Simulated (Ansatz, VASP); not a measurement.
# Al2O3 (Al2O3 (R-3c)): VASP beside Ansatz

Wanted: the spread between two codes on one cell, functional and k mesh. The cell is taken from a series of runs on this material, whose earlier steps may have relaxed, scaled, displaced or heated it; both programs get it as it stands.

Main program and level: Ansatz 0.2.0; plane waves, with VASP 6.6.1 beside it; single point at PBE0 form with 10 % exact exchange with an exact-exchange share of 0.1.

**1. The structure**

The structure is trigonal, space group R-3c (No. 167). The conventional cell has a = 4.773 Å, b = 4.773 Å, c = 13.013 Å, α = 90.00°, β = 90.00°, γ = 120.00°. Nearest to Al lie 6 O at 1.86 to 1.97 Å. O has 4 Al at 1.86 to 1.97 Å nearest. Farther neighbours and most contacts between anions are not listed.

**2. Ansatz: single point, PBE0 form with 10 % exact exchange with an exact-exchange share of 0.1**

Ansatz runs on its PAW soft_1 files.

With cell and atoms fixed, the geometry can't cause a difference; cores, projectors, grids and the points listed under the comparison can.

input.yaml reads:

```yaml
crystal:
  lattice:
    - [2.386652720568, 1.377934589016, 4.33762225]
    - [-2.386652723302, 1.37793459125, 4.337622250794]
    - [5.683353883267e-10, -2.755869186516, 4.337622249206]
  atoms:
    - { symbol: Al, position: [0.647953, 0.647953, 0.647953] }
    - { symbol: Al, position: [0.852047, 0.852047, 0.852047] }
    - { symbol: Al, position: [0.147953, 0.147953, 0.147953] }
    - { symbol: Al, position: [0.352047, 0.352047, 0.352047] }
    - { symbol: O, position: [0.444168, 0.055832, 0.75] }
    - { symbol: O, position: [0.944168, 0.25, 0.555832] }
    - { symbol: O, position: [0.055832, 0.75, 0.444168] }
    - { symbol: O, position: [0.75, 0.444168, 0.055832] }
    - { symbol: O, position: [0.25, 0.555832, 0.944168] }
    - { symbol: O, position: [0.555832, 0.944168, 0.25] }
basis:
  ecutwfc: 420.0
  ecutrho_ratio: 4
  xc_grid: 2
  fft_grid_basis: typed
  precision: f64
kpoints:
  mp_grid: { grid: [2, 2, 2] }
  band_path: { path: [VBM, CBM], npoints: 1 }
hamiltonian:
  xc: { preset: pbe0, exx: 0.1 }
  pseudopotentials:
    kind: paw
    azcp: { folder: soft_1, O: "soft_1/O.paw.azcp", Al: "soft_1/Al.paw.azcp" }
scf:
  max_iter: 100
  occupations: { method: fixed }
output:
  forces: true
checkpoint:
  write: "../host.a10.run"
  compress: false
  write_wavefunctions: true
  write_every: 100000
```

Run with:

```bash
ansatz run input.yaml --threads 32 --pin off --max-ram 84787MiB --backend cuda --events-out ev --progress --plain --runs-dir out --max-vram 78GiB
```

Numbers of over 12 decimals in the logs are rounded to 6 here.

The log of the run:

```text
Engine: ansatz 0.2.0, aarch64-unknown-linux-gnu
Pseudopotentials: kind: paw
Pseudopotential: Al, paw, valence charge 3, recommended cutoff 420 eV (normal), soft_1/Al.paw.azcp
Pseudopotential: O, paw, valence charge 6, recommended cutoff 420 eV (normal), soft_1/O.paw.azcp
Functional definition: unnamed
  parameter a_1 = 0.1
  exchange = (1 - a_1)*pbe_x + a_1*exact_x
  correlation = pbe_c
davidson cushion auto → on  (no smearing: the cushion is to keep the highest requested band from converging to the state above it; pin scf.eigensolver.cushion to override)
device memory: the entry about to start is reckoned to put 2.1 GiB on a device that reports 180.2 GiB free (of which the cap on the GPU budget leaves the run 78.0 GiB)
GPU FFT provider: cuFFT
GPU libraries: cuBLAS 13.8.1, cuFFT 12.4.0, cuSOLVER 12.3.2
Crystal: 10 atoms, lattice volume = 85.590 Å³
Basis set: ecut = 420 eV, 1653 PW (Γ), exchange–correlation on 72×72×72 points (8 copies of the dense FFT grid, shifted against one another)
Bands: 34, of which v1, the nominal top of the filled ones, is band 24 counted from 1 (23 counted from 0)
Symmetry: 12 space group operations
Space group: R-3c (ITA 167), of the structure as read, at distance tolerance 4.4e-5 Å
k-points: 4 of 8
Non-local potential: Al, projectors of the file, l = 0: 2, l = 1: 2, l = 2: 1
Non-local potential: O, projectors of the file, l = 0: 2, l = 1: 2, l = 2: 1
PAW form: soft (Blöchl's): semilocal exchange-correlation on the pseudo side does not see the compensation charge
PAW frozen core: Al, regenerated for the run's functional, and the local potential with it (the file was generated under x = pbe(κ = 0.804, μ = 0.219515), c = pbe(β = 0.066725))
PAW frozen core: O, regenerated for the run's functional, and the local potential with it (the file was generated under x = pbe(κ = 0.804, μ = 0.219515), c = pbe(β = 0.066725))
PAW one-centre angular grid: Al, 110 points (default); XC on 64 Gauss nodes
PAW one-centre angular grid: O, 110 points (default); XC on 64 Gauss nodes
Initial density: superposition of atomic densities (chi_scale 0.1, normalization cell, long waves kept (reshape's long-wave potential 0.00 eV rms))
Initial wavefunctions: pseudopotential atomic-orbital guess
GPU buffer pool allocated for 46656 grid points (all kernels)
GPU transforms: local potential and band sums: pruned to the plane-wave sphere, on 36×36×36
Functional: x = pbe(κ = 0.804, μ = 0.219515), c = pbe(β = 0.066725), warm-up for x = 0.9 pbe(κ = 0.804, μ = 0.219515) + 0.1 exact, c = pbe(β = 0.066725)
SCF iter   1: F=—  HF=-5573.220123 eV  |Δ(HF+E_count)|=         —  Δρ=1.31e-1  dr2=1.38e1  Hψ=480
preconditioner: auto → none  [insulator: Δε(μ)=7.149 eV  Ē_g=18.430 eV  n_scr=20 (ndim 8)  ℏωp=27.8 eV  f_vac=0.000]
SCF iter   2: F=—  HF=-5569.967638 eV  |Δ(HF+E_count)|=    3.25e0  Δρ=6.83e-2  dr2=1.64e0  Hψ=378
SCF iter   3: F=—  HF=-5569.551071 eV  |Δ(HF+E_count)|=   4.17e-1  Δρ=2.11e-2  dr2=1.71e-1  Hψ=356
iter 4 solved again at ethr=4.78e-6 eV; its pass at ethr=3.56e-4 eV (dr2=2.30e-3 eV) is discarded
SCF iter   4: F=-5569.571568 eV  HF=-5569.572702 eV  |Δ(HF+E_count)|=   2.16e-2  Δρ=1.75e-3  dr2=2.28e-3  Hψ=774
SCF 1 stopped early in 4 iterations: F = -5569.571568 eV  dr2 = 2.28e-3
  greatest PAW one-centre occupation: 0.857 electrons in one spin orbital (limit 2), on the O atom at site 9 (counted from 0), in its partial waves of l = 0
device memory: the entry about to start is reckoned to put 2.7 GiB on a device that reports 182.7 GiB free (of which the cap on the GPU budget leaves the run 78.0 GiB)
GPU FFT provider: cuFFT
GPU libraries: cuBLAS 13.8.1, cuFFT 12.4.0, cuSOLVER 12.3.2
Initial density: handed on by an earlier stage of this run
Initial wavefunctions: those handed on with the density
GPU buffer pool allocated for 46656 grid points (all kernels)
GPU transforms: local potential and band sums: pruned to the plane-wave sphere, on 36×36×36
Functional: x = 0.9 pbe(κ = 0.804, μ = 0.219515) + 0.1 exact, c = pbe(β = 0.066725)
Exchange kernel: α = 0.1000, full range, Wigner–Seitz truncation, v(0) = 2690.9801 eV·Å³, q-mesh 2×2×2, nearest image of the exchange supercell L = 9.55 Å, pair-density grid 20×20×20, without the augmentation charges, whose exchange is taken in its separable form by FFT convolution over the k-point mesh (sized by the pseudopotential files, 27×27×32 at the most), smooth part of the exact exchange by density-matrix con
Frozen-core exchange: fock
SCF iter   1: F=—  HF=-5570.585271 eV  |Δ(HF+E_count)|=         —  Δρ=3.93e-3  dr2=1.29e-2  Hψ=514
preconditioner: auto → none  [insulator: Δε(μ)=7.198 eV  Ē_g=18.871 eV  n_scr=20 (ndim 8)  ℏωp=27.8 eV  f_vac=0.000]
SCF iter   2: F=—  HF=-5570.582335 eV  |Δ(HF+E_count)|=   2.94e-3  Δρ=9.41e-4  dr2=4.53e-4  Hψ=300
SCF iter   3: F=—  HF=-5570.583406 eV  |Δ(HF+E_count)|=   1.07e-3  Δρ=2.34e-4  dr2=2.58e-5  Hψ=477
SCF iter   4: F=-5570.583403 eV  HF=-5570.583403 eV  |Δ(HF+E_count)|=   3.14e-6  Δρ=1.82e-5  dr2=3.71e-7  Hψ=329
SCF 2 stopped early in 4 iterations: F = -5570.583403 eV  dr2 = 3.71e-7
  Residual-converged pass: ⟨swp⟩=4.0  Hψ=416  notcnv=0  max |occ|·‖R‖ = 5.9e-6 eV (tolerance 6.7e-6 eV)  dr2=3.83e-7  dr2_onsite=1.66e-7  max |Δocc| = 0.0e0
  greatest PAW one-centre occupation: 0.858 electrons in one spin orbital (limit 2), on the O atom at site 9 (counted from 0), in its partial waves of l = 0
hybrid outer 1: dexx = +1.304e-3 eV, tail = 1.99e-6 eV
GPU FFT provider: cuFFT
GPU libraries: cuBLAS 13.8.1, cuFFT 12.4.0, cuSOLVER 12.3.2
GPU buffer pool allocated for 46656 grid points (all kernels)
GPU transforms: local potential and band sums: pruned to the plane-wave sphere, on 36×36×36
Exchange kernel: α = 0.1000, full range, Wigner–Seitz truncation, v(0) = 2690.9801 eV·Å³, q-mesh 2×2×2, nearest image of the exchange supercell L = 9.55 Å, pair-density grid 20×20×20, without the augmentation charges, whose exchange is taken in its separable form by FFT convolution over the k-point mesh (sized by the pseudopotential files, 27×27×32 at the most), smooth part of the exact exchange by density-matrix con
Frozen-core exchange: fock
SCF iter   1: F=—  HF=-5570.583423 eV  |Δ(HF+E_count)|=         —  Δρ=2.44e-5  dr2=2.61e-7  Hψ=332
preconditioner: auto → none  [insulator: Δε(μ)=7.186 eV  Ē_g=18.855 eV  n_scr=20 (ndim 8)  ℏωp=27.8 eV  f_vac=0.000]
SCF iter   2: F=—  HF=-5570.583423 eV  |Δ(HF+E_count)|=   2.79e-8  Δρ=2.76e-6  dr2=7.34e-9  Hψ=425
SCF iter   3: F=-5570.583423 eV  HF=-5570.583423 eV  |Δ(HF+E_count)|=  7.53e-10  Δρ=1.36e-6  dr2=1.55e-9  Hψ=393
SCF 3 converged in 3 iterations: F = -5570.583423 eV  dr2 = 1.55e-9
  Residual-converged pass: ⟨swp⟩=3.0  Hψ=293  notcnv=0  max |occ|·‖R‖ = 9.1e-7 eV (tolerance 9.9e-7 eV)  dr2=1.57e-9  dr2_onsite=1.67e-10  max |Δocc| = 0.0e0
hybrid outer 2: dexx = +1.742e-8 eV, tail = 3.50e-9 eV, Δε = 2.24e-4 eV (about 1.12e-5 eV left of the loop's levels), ΔF = 7.35e-4 eV/Å (tail 1.53e-4)
device memory: the entry about to start is reckoned to put 0.8 GiB on a device that reports 176.8 GiB free (of which the cap on the GPU budget leaves the run 78.0 GiB)
NSCF: frozen V_eff on 32 k-points, pencils in batches of 32, up to order 152
device memory: the entry about to start is reckoned to put 0.8 GiB on a device that reports 168.1 GiB free (of which the cap on the GPU budget leaves the run 78.0 GiB)
NSCF: frozen V_eff on 32 k-points, pencils in batches of 32, up to order 152
device memory: the entry about to start is reckoned to put 0.8 GiB on a device that reports 168.0 GiB free (of which the cap on the GPU budget leaves the run 78.0 GiB)
NSCF: frozen V_eff on 29 k-points, pencils in batches of 32, up to order 152
device memory: the entry about to start is reckoned to put 0.6 GiB on a device that reports 168.1 GiB free (of which the cap on the GPU budget leaves the run 78.0 GiB)
NSCF: frozen V_eff on 4 k-points
device memory: the entry about to start is reckoned to put 0.6 GiB on a device that reports 168.0 GiB free (of which the cap on the GPU budget leaves the run 78.0 GiB)
NSCF: frozen V_eff on 3 k-points
device memory: the entry about to start is reckoned to put 0.6 GiB on a device that reports 168.0 GiB free (of which the cap on the GPU budget leaves the run 78.0 GiB)
NSCF: frozen V_eff on 3 k-points
device memory: the entry about to start is reckoned to put 0.6 GiB on a device that reports 168.0 GiB free (of which the cap on the GPU budget leaves the run 78.0 GiB)
NSCF: frozen V_eff on 3 k-points
device memory: the entry about to start is reckoned to put 0.6 GiB on a device that reports 168.2 GiB free (of which the cap on the GPU budget leaves the run 78.0 GiB)
NSCF: frozen V_eff on 2 k-points
hybrid SCF converged: 2 outer / 7 inner (+4 warm-up), last move |dexx| = 1.74e-8 eV, tail = 3.50e-9 eV
Stability not checked: this state was not tested for a lower state beside it, because the functional holds exact exchange (a hybrid, or Hartree-Fock), whose exchange loop this test does not read (fock_operator; see scf.lower_state_search)
Free energy (F): -5570.583423 eV
Frozen-core exchange: fock
Harris-Foulkes:  -5570.583423 eV  (|F-HF|=4.12e-10)
Internal energy: -5570.583423 eV  (E = F + TS)
E sigma→0 (E₀):  -5570.583423 eV
Fermi energy:    6.956234 eV
--- Per-component energies (eV) ---
  E_band       = 19.932452
  E_kinetic    = 1143.993898
  E_local      = -1971.160803  (includes V_loc(G=0)·N_el)
  E_nonlocal   = 347.864032
  E_hartree    = 751.626040
  E_xc         = -538.755070
  E_vxc        = -619.715636  (∫ρ·V_xc dr)
  E_exx        = -62.372966  (= α·E_x^exact, valence–valence)
  E_paw        = -2850.115172  (= ΣΔE_a)
  E_vpaw       = -259.559058  (= ΣTr[D̂ρ^β])
  E_aug_tail   = 0.004748  (compensation charges beyond the density's cutoff)
  E_ewald      = -2391.536361
  E_core_change = -0.131771  (= ΣΔE_core)
  E_smearing   = -0.000000  (= −TS)
  E_closure    = 0.000001  (closes the sum)
  Σ components = -5570.583423   (vs F -5570.583423, Δ=0.00e0)
--- Forces (eV/Å), atoms counted from 1 ---
  atom   1  Al     0.00000000     0.00000000    -0.01453338
  atom   2  Al    -0.00000000    -0.00000000     0.01453338
  atom   3  Al     0.00000000     0.00000000    -0.01453338
  atom   4  Al    -0.00000000    -0.00000000     0.01453338
  atom   5  O     -0.07388388    -0.00000000    -0.00000000
  atom   6  O     -0.03694194    -0.06398531    -0.00000000
  [... 4 more lines of this table ...]
  max |Σ_I F_I| component: 2.78e-17 eV/Å
--- Band table (eV) ---
  k-point 0: bands = ["-12.8715", "-10.5258", "-10.2484", "-10.2484", "-9.9282", "-9.9282", "-0.0846", "0.9145", "1.3083", "1.3083", "2.4355", "2.5329", "2.5329", "3.5853", "3.9642", "5.5333", "5.5333
  k-point 1: bands = ["-11.7147", "-11.7147", "-10.2609", "-10.2609", "-10.1305", "-10.1305", "0.3894", "0.3894", "1.6567", "1.6567", "3.3149", "3.3149", "3.4630", "3.4630", "4.7213", "4.7213", "5.382
  k-point 2: bands = ["-11.7002", "-11.0213", "-10.8116", "-10.6190", "-10.3681", "-9.8794", "0.6824", "1.1330", "2.1367", "2.2698", "2.6467", "2.9424", "3.1156", "3.6486", "4.3826", "4.6023", "5.1338
  k-point 3: bands = ["-11.8650", "-11.8650", "-10.1074", "-10.1074", "-10.1074", "-10.1074", "1.2397", "1.2397", "2.4358", "2.4358", "2.4358", "2.4358", "2.8127", "2.8127", "4.6522", "4.6522", "4.921
  guard bands above this table: 4 of the run's 34 bands. The solve was not asked for them (output.publish_guard_bands: true or output.eigenvalues: true publishes all)
```

Reading the cycles: dr2 is the Hartree energy of the density residual (eV), the measure of convergence; HF is the Harris–Foulkes estimate of the energy, which meets the free energy F at convergence.

(Continued in part 2 of 2.)

[Lines on the potential files, build, host, timing and source positions are cut from VASP's logs without a mark.]

[Logs are printed without paths, hosts, clocks, repeated set-up lines and the standing remarks that a program may print on its own settings, such as how far it seeks lower states.]

[Hosts, paths, dates, database ids (printed as entryN), source tags and the programs' standing remarks are cut or masked in the printed files.]
